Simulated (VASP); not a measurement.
Set up this calculation in VASP 6.6.1, as the native input.

```
Task                   : relaxation of cell and atoms
Functional             : LDA
Potentials or basis    : VASP PAW LDA potentials, release 64 (Hf_pv, N)
Cutoff                 : 600 eV
k mesh                 : 14 × 14 × 14
Occupations            : methfessel-paxton, width 0.1 eV
Spin                   : no spin polarisation
Further INCAR settings : ALGO = Normal; EDIFF = 1e-07; IBRION = 2; EDIFFG = -0.005; NSW = 90; ISIF = 3
```

The structure of HfN lies in POSCAR:

```
HfN                                     
1.0
    0.0000000000      2.2309690365      2.2309690365
    2.2309690365      0.0000000000      2.2309690365
    2.2309690365      2.2309690365      0.0000000000
  Hf              N             
     1     1
Direct
     0.0000000000000000    0.0000000000000000    0.0000000000000000
     0.5000000000000000    0.5000000000000000    0.5000000000000000
```

These files were run (other wordings do the same):

INCAR

```
SYSTEM = HfN
PREC     = Accurate       ! precision mode
ENCUT    = 600            ! plane-wave cutoff, eV
EDIFF    = 1E-7           ! SCF threshold, eV
ISMEAR   = 1              ! smearing method
SIGMA    = 0.1            ! smearing width, eV
LREAL    = .FALSE.        ! projectors in reciprocal space
LASPH    = .TRUE.         ! aspherical terms in the spheres
NELM     = 80             ! most SCF steps
ALGO     = Normal         ! electronic algorithm
ISIF     = 3              ! what is computed and relaxed
LWAVE    = .FALSE.        ! write WAVECAR
LCHARG   = .FALSE.        ! write CHGCAR
GGA      = CA             ! functional
IBRION   = 2              ! ionic algorithm
NSW      = 90             ! ionic steps
EDIFFG   = -0.005         ! ionic threshold
KPAR     = 2
```

KPOINTS

```
Automatic mesh
0
G
  14 14 14
  0 0 0
```

Potentials or basis: VASP PAW LDA potentials, release 64 (Hf_pv, N).

Run with:

```sh
$ cat potpaw_LDA.64/Hf_pv/POTCAR potpaw_LDA.64/N/POTCAR > POTCAR
$ mpirun -np 2 vasp_std > vasp.out
```

Results of the run:

```yaml
Pressure_after_relaxing: 0.0 GPa
Band_gap_on_the_k_mesh: none (metal or under the smearing width)
```

Caveat: the relaxation stopped at its first step, so nothing moved.

Wall time 14 s on 2 MPI ranks on Intel(R) Xeon(R) 6975P-C (Granite Rapids), with other jobs on the host, peak memory 0.16 GiB a rank.
